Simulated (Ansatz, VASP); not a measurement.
**W (W(100)) in two plane-wave programs**

One calculation is typed for both programs; each brings its own data sets. How far apart do they land? The cell is taken from a series of runs on this material, whose earlier steps may have relaxed, scaled, displaced or heated it; both programs get it as it stands.

Program: Ansatz 0.2.0. Level of theory: plane waves, with VASP 6.6.1 beside it; single point at LDA. Results are calculated unless marked as measured.

### Step 1. Starting point

The cell holds 6 atoms: 6 W. Cell: a = 3.160 Å, b = 3.160 Å, c = 25.900 Å, α = 90.0°, β = 90.0°, γ = 90.0°. Vacuum lies along c.

### Step 2. Ansatz: single point, LDA

Ansatz runs on its default PAW (the set named soft_2) files.

A single point gives forces, pressure and levels at one fixed geometry, so differences don't come from the geometry; what else differs is listed under the comparison.

The input, input.yaml:

```yaml
crystal:
  lattice:
    - [3.16, 0.0, 0.0]
    - [0.0, 3.16, 0.0]
    - [0.0, 0.0, 25.9]
  atoms:
    - { symbol: W, position: [0.5, 0.5, 0.3474903475] }
    - { symbol: W, position: [0.0, 0.0, 0.4084942085] }
    - { symbol: W, position: [0.5, 0.5, 0.4694980695] }
    - { symbol: W, position: [0.0, 0.0, 0.5305019305] }
    - { symbol: W, position: [0.5, 0.5, 0.5915057915] }
    - { symbol: W, position: [0.0, 0.0, 0.6525096525] }
kpoints:
  mp_grid: { grid: [16, 16, 1] }
hamiltonian:
  xc: lda
scf:
  occupations: { method: fermi_dirac, width: 0.1 }
  convergence: { dr2_threshold: 1.0e-10 }
efield:
  axis: 3
  dipole_correction: true
  ramp_position: 0.97
  ramp_width: 0.06
  amplitude: 0
output:
  forces: true
  write_potential: true
  write_density: true
  volumetric_format: npy
```

Run with:

```
> ansatz run input.yaml --threads 2 --pin off --max-ram 3072MiB --backend cpu --events-out ev --progress --plain --runs-dir out
```

Numbers of over 12 decimals in the logs are rounded to 6 here.

Log:

```text
Engine: ansatz 0.2.0, aarch64-unknown-linux-gnu
Pseudopotentials: kind: paw
Pseudopotential: W, paw, valence charge 14, recommended cutoff 420 eV (normal), W.paw.azcp
Functional definition: SPW92
  exchange = slater_x
  correlation = pw_c
Crystal: 6 atoms, lattice volume = 258.627 Å³
Basis set: ecut = 420 eV, 5103 PW (Γ)
Bands: 51, of which v1, the nominal top of the filled ones, is band 42 counted from 1 (41 counted from 0)
Symmetry: 8 space group operations
k-points: 45 of 256
Non-local potential: W, projectors of the file, l = 0: 3, l = 1: 2, l = 2: 2, l = 3: 1
PAW form: soft (Blöchl's): semilocal exchange-correlation on the pseudo side does not see the compensation charge
PAW frozen core: W, regenerated for the run's functional, and the local potential with it (the file was generated under x = pbe(κ = 0.804, μ = 0.219515), c = pbe(β = 0.066725))
PAW one-centre angular grid: W, 590 points (default); XC on 64 Gauss nodes
Initial density: superposition of atomic densities (neutral atoms: chi_scale 0, normalization atom), corrected by the library's trained network
Initial wavefunctions: pseudopotential atomic-orbital guess
Functional: x = slater, c = lda
SCF iter   1: F=—  HF=-60773.176549 eV  |F-HF|=—  |Δ(HF+E_count)|=         —  Δρ=6.54e-3  dr2=5.52e-1  ethr=1.77e-3  p=-0.000 e·Å  D=-2.03e-14 V/Å  ΔV_dip=0.00 eV  dr2_dipole=2.20e-6  V_vac-E_F(+/−)=4.71/4.71 eV  ⟨swp⟩=8.7  Hψ=10908  notcnv=0
efield: sawtooth ramp at fractional position 0.9700 (set: `efield.ramp_position`, or a place that a band, a saddle search or an elastic batch's reference lends), width 0.0600; the density the first Hamiltonian is built on has a dipole p = -0.000 e·Å; the dipole correction subtracts the counter field D = -2.03e-14 V/Å, which shifts the + side's vacuum level by +0.00 eV against the − side's; the planar-averaged density in the ramp window peaks in size at 1.1e-5 e/Å³
preconditioner: auto → LDOS  [metal: Δε(μ)=0.008 eV  Ē_g=4.409 eV  σ=0.100 eV  W_gap=0.02  n_scr=54 (ndim 8)  ℏωp=13.9 eV  f_vac=0.548  D(μ)=5.44/eV (n_scr^D=16)  β→1.0]
SCF iter   2: F=—  HF=-60773.128883 eV  |F-HF|=—  |Δ(HF+E_count)|=   4.77e-2  Δρ=3.19e-3  dr2=9.13e-2  ethr=6.57e-4  p=0.000 e·Å  D=1.11e-5 V/Å  ΔV_dip=-0.00 eV  dr2_dipole=2.40e-6  V_vac-E_F(+/−)=4.49/4.49 eV  ⟨swp⟩=2.6  Hψ=3584  notcnv=0
SCF iter   3: F=—  HF=-60773.125142 eV  |F-HF|=—  |Δ(HF+E_count)|=   3.74e-3  Δρ=1.54e-3  dr2=2.36e-2  ethr=1.09e-4  p=0.000 e·Å  D=3.34e-6 V/Å  ΔV_dip=-0.00 eV  dr2_dipole=1.67e-7  V_vac-E_F(+/−)=4.52/4.52 eV  ⟨swp⟩=2.0  Hψ=3255  notcnv=0
SCF iter   4: F=—  HF=-60773.123061 eV  |F-HF|=—  |Δ(HF+E_count)|=   2.08e-3  Δρ=3.65e-4  dr2=7.36e-4  ethr=2.81e-5  p=-0.000 e·Å  D=-1.72e-7 V/Å  ΔV_dip=0.00 eV  dr2_dipole=6.67e-10  V_vac-E_F(+/−)=4.51/4.51 eV  ⟨swp⟩=2.1  Hψ=3032  notcnv=0
SCF iter   5: F=—  HF=-60773.123005 eV  |F-HF|=—  |Δ(HF+E_count)|=   5.67e-5  Δρ=1.64e-4  dr2=1.10e-4  ethr=8.76e-7  p=-0.000 e·Å  D=-3.22e-7 V/Å  ΔV_dip=0.00 eV  dr2_dipole=1.29e-9  V_vac-E_F(+/−)=4.50/4.50 eV  ⟨swp⟩=3.5  Hψ=4342  notcnv=0
SCF iter   6: F=—  HF=-60773.123018 eV  |F-HF|=—  |Δ(HF+E_count)|=   1.34e-5  Δρ=3.98e-5  dr2=7.51e-6  ethr=1.31e-7  p=-0.000 e·Å  D=-2.36e-7 V/Å  ΔV_dip=0.00 eV  dr2_dipole=1.10e-9  V_vac-E_F(+/−)=4.50/4.50 eV  ⟨swp⟩=2.0  Hψ=3090  notcnv=0
SCF iter   7: F=—  HF=-60773.123122 eV  |F-HF|=—  |Δ(HF+E_count)|=   1.04e-4  Δρ=1.09e-5  dr2=4.08e-7  ethr=8.94e-9  p=-0.000 e·Å  D=-4.16e-8 V/Å  ΔV_dip=0.00 eV  dr2_dipole=4.68e-11  V_vac-E_F(+/−)=4.50/4.50 eV  ⟨swp⟩=2.1  Hψ=3180  notcnv=0
SCF iter   8: F=—  HF=-60773.123122 eV  |F-HF|=—  |Δ(HF+E_count)|=   4.25e-7  Δρ=3.00e-6  dr2=3.15e-8  ethr=4.86e-10  p=0.000 e·Å  D=1.05e-8 V/Å  ΔV_dip=-0.00 eV  dr2_dipole=6.37e-13  V_vac-E_F(+/−)=4.50/4.50 eV  ⟨swp⟩=3.1  Hψ=4620  notcnv=0
SCF iter   9: F=—  HF=-60773.123122 eV  |F-HF|=—  |Δ(HF+E_count)|=   4.25e-8  Δρ=8.37e-7  dr2=4.17e-9  ethr=3.75e-11  p=0.000 e·Å  D=9.46e-9 V/Å  ΔV_dip=-0.00 eV  dr2_dipole=2.06e-12  V_vac-E_F(+/−)=4.50/4.50 eV  ⟨swp⟩=2.9  Hψ=4602  notcnv=0
SCF iter  10: F=—  HF=-60773.123122 eV  |F-HF|=—  |Δ(HF+E_count)|=   2.16e-9  Δρ=2.57e-7  dr2=3.34e-10  ethr=4.96e-12  p=0.000 e·Å  D=1.77e-9 V/Å  ΔV_dip=-0.00 eV  dr2_dipole=1.22e-13  V_vac-E_F(+/−)=4.50/4.50 eV  ⟨swp⟩=3.0  Hψ=4603  notcnv=0
SCF iter  11: F=-60773.123122 eV  HF=-60773.123122 eV  |F-HF|=2.18e-11  |Δ(HF+E_count)|=  8.00e-10  Δρ=1.16e-7  dr2=6.32e-11  ethr=1.00e-12  p=0.000 e·Å  D=5.11e-10 V/Å  ΔV_dip=-0.00 eV  dr2_dipole=3.69e-13  V_vac-E_F(+/−)=4.50/4.50 eV  ⟨swp⟩=11.5  Hψ=14956  notcnv=0
SCF 1 converged in 11 iterations: F = -60773.123122 eV  dr2 = 6.32e-11
  greatest PAW one-centre occupation: 1.000 electrons in one spin orbital (limit 2), on the W atom at site 1 (counted from 0), in its partial waves of l = 0
WARN: The output density's exchange-correlation potential varies sharply where the density is thin. Do not read a vacuum level from v_tot or v_xc, or from such a field of the output density. On a cell that repeats whose density bears no net charge and no dipole along the vacuum's axis use v_es (v_loc + v_h of the components); under efield.dipole_correction with no amplitude use v_es + v_field, which holds any externa [...]
SCF converged after 11 iterations
Free energy (F): -60773.123122 eV
Harris-Foulkes:  -60773.123122 eV  (|F-HF|=2.18e-11)
Internal energy: -60772.932283 eV  (E = F + TS)
E sigma→0 (E₀):  -60773.027703 eV
Entropy (-TS):   -0.190839 eV (-31.806 meV/atom)
Fermi energy:    5.389350 eV
Dipole field:    D = -0.000001 V/Å  (p = -0.000001 e·Å, saw-weighted, corrected)
Work function:   Φ+ = 4.4972 eV   Φ− = 4.4972 eV
Levels:          The Fermi level and band energies are counted from a zero that moves with the ramp; work functions are not
--- Per-component energies (eV) ---
  E_band       = -1907.464686
  E_kinetic    = 2688.877680
  E_local      = -115117.447136  (includes V_loc(G=0)·N_el)
  E_nonlocal   = 43.210360
  E_hartree    = 56340.412344
  E_xc         = -1581.068084
  E_vxc        = -1421.935626  (∫ρ·V_xc dr)
  E_paw        = -49857.938031  (= ΣΔE_a)
  E_vpaw       = -780.995086  (= ΣTr[D̂ρ^β])
  E_aug_tail   = -0.000370  (compensation charges beyond the density's cutoff)
  E_efield     = 0.000000  (sawtooth field / dipole correction)
  E_vefield    = 0.000000  (∫n·V_field dr)
  E_ewald      = 46709.322034
  E_core_change = 1.698918  (= ΣΔE_core)
  E_smearing   = -0.190839  (= −TS)
  E_closure    = -0.000000  (closes the sum)
  Σ components = -60773.123122   (vs F -60773.123122, Δ=0.00e0)
--- Forces (eV/Å), atoms counted from 1 ---
  atom   1  W      0.00000000     0.00000000     2.25939603
  atom   2  W     -0.00000000     0.00000000    -1.65122146
  atom   3  W      0.00000000     0.00000000    -0.00477362
  atom   4  W     -0.00000000     0.00000000     0.00477386
  atom   5  W      0.00000000     0.00000000     1.65122001
  atom   6  W     -0.00000000     0.00000000    -2.25939327
  max |Σ_I F_I| component: 1.55e-6 eV/Å
--- Band table (eV; the first three rows and the last of 45) ---
  k-point 0: bands = [... 38 lower, 4.5466, 5.0742, 5.0742, 5.0786, 5.1231, 5.3649, 5.6398, 6.0816, ... 5 higher]
  k-point 1: bands = [... 38 lower, 4.7341, 4.8170, 4.8839, 5.0352, 5.3038, 5.6602, 5.7834, 5.8088, ... 5 higher]
  k-point 2: bands = [... 38 lower, 4.6314, 4.7122, 4.7753, 5.1733, 5.5632, 5.5953, 5.8618, 6.1520, ... 5 higher]
  k-point 44: bands = [... 38 lower, 4.9933, 4.9933, 7.2726, 7.2726, 7.4107, 7.4107, 7.8030, 7.8030, ... 5 higher]
```

### Step 3. VASP: single point, LDA

The same cell, functional (in two slightly different forms), mesh and smearing now go to VASP, with its own data sets.

Lines of VASP's logs that name or quote its potential files are left out, and so is its time.

The input, INCAR:

```
SYSTEM = W
PREC = Accurate
ENCUT = 520
EDIFF = 1E-06
NELM = 120
ISMEAR = -1
SIGMA = 0.1
LREAL = .FALSE.
ALGO = Normal
GGA = PW92
NBANDS = 24
LASPH = .TRUE.
LORBIT = 11
LWAVE = .FALSE.
LCHARG = .FALSE.
ISIF = 2
LDIPOL = .TRUE.
IDIPOL = 3
DIPOL = 0.5 0.5 0.5
LVHAR = .TRUE.
GGA_COMPAT = .FALSE.
NELMDL = -8
KPAR = 2
```

The input, POSCAR:

```
W
1.0
    3.1600000000      0.0000000000      0.0000000000
    0.0000000000      3.1600000000      0.0000000000
    0.0000000000      0.0000000000     25.9000000000
W
6
Direct
    0.5000000000      0.5000000000      0.3474903475
    1.0000000000      1.0000000000      0.4084942085
    0.5000000000      0.5000000000      0.4694980695
    1.0000000000      1.0000000000      0.5305019305
    0.5000000000      0.5000000000      0.5915057915
    1.0000000000      1.0000000000      0.6525096525
```

The input, KPOINTS:

```
Automatic mesh
0
Gamma
16 16 1
0 0 0
```

Potentials, in the order of the species: W (LDA family, release 64).

Run with:

```
> mpirun -np 2 vasp_std
```

Log:

```text
[banner, memory and clock lines left out]
running    2 mpi-ranks, on    1 nodes
 distrk:  each k-point on    1 cores,    2 groups
 distr:  one band on    1 cores,    1 groups

 POSCAR found type information on POSCAR W
 POSCAR found :  1 types and       6 ions
|                                                                             |
|               ----> ADVICE to this user running VASP <----                  |
|                                                                             |
|     You enforced a specific xc type in the INCAR file but a different       |
|     [... a line on the potential file left out ...]
|     I HOPE YOU KNOW WHAT YOU ARE DOING!                                     |
|                                                                             |

 LDA part: xc-table for (Slater(with rela. corr.)+PW92), standard interpolation
 POSCAR, INCAR and KPOINTS ok, starting setup
 FFT: planning ... GRIDC
 FFT: planning ... GRID_SOFT
 FFT: planning ... GRID
 WAVECAR not read
 entering main loop
       N       E                     dE             d eps       ncg     rms          rms(c)
DAV:   1     0.177470984498E+03    0.17747E+03   -0.13438E+04  2160   0.118E+03
DAV:   2    -0.616986587971E+02   -0.23917E+03   -0.22744E+03  3184   0.236E+02
DAV:   3    -0.838790919932E+02   -0.22180E+02   -0.21466E+02  2800   0.716E+01
DAV:   4    -0.853339510454E+02   -0.14549E+01   -0.14156E+01  3576   0.169E+01
DAV:   5    -0.853935498349E+02   -0.59599E-01   -0.59114E-01  3440   0.307E+00
DAV:   6    -0.853962832478E+02   -0.27334E-02   -0.27266E-02  3696   0.513E-01
DAV:   7    -0.853964323731E+02   -0.14913E-03   -0.14897E-03  3512   0.972E-02
DAV:   8    -0.853964451539E+02   -0.12781E-04   -0.12770E-04  3408   0.192E-02    0.445E+01
DAV:   9    -0.867033302242E+02   -0.13069E+01   -0.79508E+01  3456   0.292E+01    0.237E+01
DAV:  10    -0.110601551399E+03   -0.23898E+02   -0.41377E+02  4096   0.847E+01    0.213E+01
DAV:  11    -0.801382407267E+02    0.30463E+02   -0.14102E+02  3712   0.502E+01    0.954E+00
DAV:  12    -0.796249785337E+02    0.51326E+00   -0.17152E+01  3536   0.182E+01    0.606E+00
DAV:  13    -0.793716149051E+02    0.25336E+00   -0.19310E+00  3504   0.607E+00    0.369E+00
DAV:  14    -0.793024194574E+02    0.69195E-01   -0.17916E-01  3416   0.187E+00    0.298E+00
[...]
DAV:  20    -0.791558391469E+02   -0.11145E-03   -0.10797E-03  3608   0.145E-01    0.458E-02
DAV:  21    -0.791561353134E+02   -0.29617E-03   -0.44457E-04  3456   0.942E-02    0.562E-02
DAV:  22    -0.791561805212E+02   -0.45208E-04   -0.40544E-05  3176   0.342E-02    0.387E-02
DAV:  23    -0.791562690947E+02   -0.88573E-04   -0.60727E-05  3400   0.288E-02    0.165E-02
DAV:  24    -0.791562865464E+02   -0.17452E-04   -0.95782E-06  3264   0.139E-02    0.833E-03
DAV:  25    -0.791563057558E+02   -0.19209E-04   -0.50778E-06  2448   0.932E-03    0.302E-03
DAV:  26    -0.791563108770E+02   -0.51212E-05   -0.21266E-06  2160   0.598E-03    0.366E-03
DAV:  27    -0.791563118732E+02   -0.99615E-06   -0.53010E-07  1816   0.549E-03
   1 F= -.79156312E+02 E0= -.79061299E+02  d E =-.190025E+00
```

Parts of OUTCAR (step 3):

```text
ion  position               nearest neighbor table
   1  0.500  0.500  0.347-   2 2.74   2 2.74   2 2.74   2 2.74   3 3.16
   2  0.000  0.000  0.408-   3 2.74   3 2.74   3 2.74   3 2.74   1 2.74   1 2.74   1 2.74   1 2.74
                             4 3.16
   3  0.500  0.500  0.469-   2 2.74   2 2.74   2 2.74   2 2.74   4 2.74   4 2.74   4 2.74   4 2.74
                             1 3.16   5 3.16
   4  0.000  0.000  0.531-   5 2.74   5 2.74   5 2.74   5 2.74   3 2.74   3 2.74   3 2.74   3 2.74
                             2 3.16   6 3.16
   5  0.500  0.500  0.592-   4 2.74   4 2.74   4 2.74   4 2.74   6 2.74   6 2.74   6 2.74   6 2.74
                             3 3.16
   6  0.000  0.000  0.653-   5 2.74   5 2.74   5 2.74   5 2.74   4 3.16

  LATTYP: Found a simple tetragonal cell.
 ALAT       =     3.1600000000
 C/A-ratio  =     8.1962025316

 Subroutine GETGRP returns: Found 16 space group operations
 (whereof  8 operations were pure point group operations)

The static configuration has the point symmetry C_4v.
 The point group associated with its full space group is D_4h.

 Found     45 irreducible k-points:

   k-points           NKPTS =     45   k-points in BZ     NKDIM =     45   number of bands    NBANDS=     24

   dimension x,y,z NGX =    24 NGY =   24 NGZ =  196
   dimension x,y,z NGXF=    48 NGYF=   48 NGZF=  392

   ENCUT  =  520.0 eV  38.22 Ry    6.18 a.u.   5.88  5.88 48.16*2*pi/ulx,y,z

   NELECT =      36.0000    total number of electrons

 k-points in reciprocal lattice and weights: Automatic mesh
   0.00000000  0.00000000  0.00000000       0.004
   0.06250000  0.00000000  0.00000000       0.016
   0.12500000  0.00000000  0.00000000       0.016
   0.18750000  0.00000000  0.00000000       0.016
   0.25000000  0.00000000  0.00000000       0.016
   0.31250000  0.00000000  0.00000000       0.016
   0.37500000  0.00000000  0.00000000       0.016
   0.43750000  0.00000000  0.00000000       0.016
   0.50000000  0.00000000  0.00000000       0.008
[...]
0.50000000  0.43750000  0.00000000       0.016
   0.50000000  0.50000000  0.00000000       0.004

 dipolmoment           0.000000      0.000000     -0.000000 electrons x Angstroem

 average (electrostatic) potential at core
       1 -45.8670       2 -45.7995       3 -45.8348       4 -45.8348       5 -45.7995
       6 -45.8670

 E-fermi :   0.0550

 k-point     1 :       0.0000    0.0000    0.0000
  band No.  band energies     occupation
    ...
     16      -0.2673      1.92339
     17      -0.2673      1.92339
     18      -0.2606      1.91832
     19      -0.2136      1.87243
     20       0.0205      1.17089
     21       0.3100      0.14496
     22       0.7406      0.00210
     23       0.7406      0.00210
     24       1.2192      0.00002

 k-point     2 :       0.0625    0.0000    0.0000
  band No.  band energies     occupation
    ...
     15      -0.6126      1.99748
     16      -0.5267      1.99407
     17      -0.4571      1.98814
     18      -0.3004      1.94439
     19      -0.0345      1.41995
     20       0.3177      0.13485
     21       0.4419      0.04090
     22       0.4763      0.02918
     23       0.8325      0.00084
     24       1.5717      0.00000

 k-point     3 :       0.1250    0.0000    0.0000
  band No.  band energies     occupation
    ...
     14      -0.7153      1.99910
     15      -0.7134      1.99908
     16      -0.6249      1.99777
     17      -0.5665      1.99601
     18      -0.1627      1.79646
     19       0.2269      0.30422
     20       0.2521      0.24465
     21       0.5213      0.01871
     22       0.8176      0.00098
     23       1.0404      0.00011
    ...

  Total      -14.7467976    -14.7467976    -11.3233466      0.0000000     -0.0000000      0.0000000
  in kB      -91.3554312    -91.3554312    -70.1473798      0.0000000     -0.0000000      0.0000000
  external PRESSURE =     -84.2860807 kB  Pullay stress =       0.0000000 kB

  energy-cutoff  :      520.00
  volume of cell :      258.63
      direct lattice vectors                 reciprocal lattice vectors
     3.160000000  0.000000000  0.000000000     0.316455696  0.000000000  0.000000000
     0.000000000  3.160000000  0.000000000     0.000000000  0.316455696  0.000000000
     0.000000000  0.000000000 25.900000000     0.000000000  0.000000000  0.038610039

 POSITION                                       TOTAL-FORCE (eV/Angst)
 -----------------------------------------------------------------------------------
      1.58000      1.58000      9.00000         0.000000      0.000000      2.435992
      0.00000      0.00000     10.58000         0.000000     -0.000000     -1.681890
      1.58000      1.58000     12.16000        -0.000000      0.000000     -0.000962
      0.00000      0.00000     13.74000         0.000000      0.000000      0.000962
      1.58000      1.58000     15.32000         0.000000      0.000000      1.681890
      0.00000      0.00000     16.90000        -0.000000      0.000000     -2.435992
 -----------------------------------------------------------------------------------
    total drift:                                0.000000      0.000000      0.000000

  FREE ENERGIE OF THE ION-ELECTRON SYSTEM (eV)
  ---------------------------------------------------
  free  energy   TOTEN  =       -79.1563118732 eV

  energy  without entropy=      -78.9662865339  energy(sigma->0) =      -79.06129920

 vacuum level on the upper side and lower side of the slab         4.563         4.563

 total charge
# of ion       s       p       d       tot
------------------------------------------
    1        0.633   0.368   4.021   5.021
    2        0.681   0.672   4.167   5.520
    3        0.672   0.695   4.192   5.559
    4        0.672   0.695   4.192   5.559
    5        0.681   0.672   4.167   5.520
    6        0.633   0.368   4.021   5.021
--------------------------------------------------
tot          3.971   3.468  24.761  32.200

[... 3 further parts left out ...]
```

### Step 4. Side by side

Known differences besides the potentials themselves: the data sets hold 84 valence electrons in Ansatz (on its default PAW (the set named soft_2) files) and 36 in VASP; the cutoff is 420 eV in Ansatz and 520 eV in VASP; VASP's log shows a relativistic correction to its local exchange, Ansatz's none. Total energies have different zeros and are not compared.

The two programs side by side:

| quantity | Ansatz | VASP | difference |
| --- | --- | --- | --- |
| work function, lower of the two faces (eV) | 4.50 | 4.51 | -0.01 |
| work function, higher of the two faces (eV) | 4.50 | 4.51 | -0.01 |

Forces (eV/Å; atoms numbered as in POSCAR):

| atom | Ansatz x, y, z | VASP x, y, z |
| --- | --- | --- |
| W1 | 0.000, 0.000, 2.259 | 0.000, 0.000, 2.436 |
| W2 | 0.000, 0.000, -1.651 | 0.000, 0.000, -1.682 |
| W3 | 0.000, 0.000, -0.005 | 0.000, 0.000, -0.001 |
| W4 | 0.000, 0.000, 0.005 | 0.000, 0.000, 0.001 |
| W5 | 0.000, 0.000, 1.651 | 0.000, 0.000, 1.682 |
| W6 | 0.000, 0.000, -2.259 | 0.000, 0.000, -2.436 |

The forces differ by 60 meV/Å r.m.s., which is 6.1 % of the r.m.s. force of 0.987 eV/Å (both taken over all components). With vacuum in the cell, a pressure given here is an average over mostly empty space and none of the material.

### Step 5. Further runs

Further runs change the set-up of one program: Ansatz's method, potentials or start, or VASP's data sets, cutoff or form of LDA. The table gives Ansatz less VASP for each quantity, since a change that brings one quantity closer may part another.

| run | r.m.s. force difference (meV/Å) | work function, lower of the two faces (eV) | work function, higher of the two faces (eV) |
| --- | --- | --- | --- |
| as above | 60 | -0.011 | -0.011 |
| VASP with the data sets W_sv and a cutoff of 400 eV | 26 | 0.0062 | 0.0062 |

### Step 6. What came out

```yaml
r_m_s_force_difference_single_point_lda: 6.1 % of the r.m.s. force
```

The r.m.s. force difference is 6.1 % of the r.m.s. force (single point, LDA), beyond the 3 % picked in this series as the mark of a large difference. The data sets hold unlike numbers of valence electrons (84 in Ansatz and 36 in VASP), so part of the differences comes from the potentials. Single point, LDA, VASP with the data sets W_sv and a cutoff of 400 eV: r.m.s. force difference goes from 60 to 26 meV/Å; the difference in work function, lower of the two faces goes from -0.011 to 0.0062 eV; the difference in work function, higher of the two faces goes from -0.011 to 0.0062 eV. Such differences can come from data sets, numerical settings and the points named under the comparisons, not from the functional's error against experiment.

[Lines on the potential files, build, host, timing and source positions are cut from VASP's logs without a mark.]

[Logs are printed without paths, hosts, clocks, repeated set-up lines and the standing remarks that a program may print on its own settings, such as how far it seeks lower states.]

[Hosts, paths, dates, database ids (printed as entryN), source tags and the programs' standing remarks are cut or masked in the printed files.]
